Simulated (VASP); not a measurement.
An input for Ansatz (written as the equivalent of a VASP run, and not itself run):

Ansatz 0.2 input:
```yaml
crystal:
  lattice:
    - [0.0000000, 2.2750714, 2.2750714]
    - [2.2750714, 0.0000000, 2.2750714]
    - [2.2750714, 2.2750714, 0.0000000]
  atoms:
    - { symbol: Ga, position: [0.0000000, 0.0000000, 0.0000000] }
    - { symbol: N, position: [0.2500000, 0.2500000, 0.2500000] }
kpoints:
  mp_grid: { grid: [9, 9, 9] }
hamiltonian:
  xc: pbe
  pseudopotentials: { kind: paw }
scf:
  occupations: { method: gaussian, width: 0.05 }
  max_iter: 100
output: { forces: true, stress: true, eigenvalues: true }
```

Write the VASP files for the same calculation (PBE).

Several could match; the one computed here: 
**INCAR**
```
SYSTEM=GaN
PREC=Accurate; ENCUT=520; LREAL=F
LASPH=T
EDIFF=1E-6; NELM=100; ALGO=Normal
LMAXMIX=4
ISMEAR=0; SIGMA=0.05
GGA=PE
LWAVE=F; LCHARG=T
```

KPOINTS:
```
Automatic mesh
0
Gamma
9 9 9
0 0 0
```

File POSCAR:
```
GaN
1
    0.0000000000     2.2750713718     2.2750713718
    2.2750713718     0.0000000000     2.2750713718
    2.2750713718     2.2750713718     0.0000000000
Ga N
1 1
Direct
  0.0000000000   0.0000000000   0.0000000000
  0.2500000000   0.2500000000   0.2500000000
```

POTCAR, in this order: Ga_d N (PBE.64 set). Program: vasp_std.

The two are equivalent in intent, not identical: each code has its own PAW files, so the cut-off isn't converted (ENCUT is set for VASP's; basis.ecutwfc is left out, and Ansatz then takes the one that its files recommend); Ansatz stops its SCF on the density residual and VASP on the energy change (EDIFF).

The compound is GaN in the zinc blende structure, a metastable form; wurtzite is the usual one. It was relaxed first.
